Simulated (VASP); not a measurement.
Consider the following.

```xyz
3
Lattice="0.0000 3.3459 3.3459 3.3459 0.0000 3.3459 3.3459 3.3459 0.0000" Properties=species:S:1:pos:R:3 pbc="T T T"
Mg     1.6729     1.6729     1.6729
Mg     5.0188     5.0188     5.0188
Sn     0.0000     0.0000     0.0000
```

Calculation: AM05 GGA, VASP's PBE PAW potentials (set 64) (plane waves; VASP 6.6.1). Run with 520 eV cut-off, 8×8×8 Γ-centred mesh, first-order Methfessel-Paxton smearing of 0.10 eV, potentials Mg Sn_d.

Unless said otherwise, spin-orbit coupling is left out, though it shifts the bands of the heavy elements here.

**Question.** Estimate the energy per atom (σ→0), pressure, band gap (on the k-mesh) with the smallest direct gap where there is one.

**Answer.** 
```json
{
 "band gap (on the k-mesh)": "none (metal, semimetal or under 0.01 eV)",
 "energy per atom (σ→0)": "-2.577 eV/atom",
 "pressure": "1.18 GPa"
}
```

Total energies compare only between runs with the same potentials, cut-off and functional.

The compound is Mg2Sn in the antifluorite structure. This cell is one point of a volume scan, at 0.97 of the reference volume.
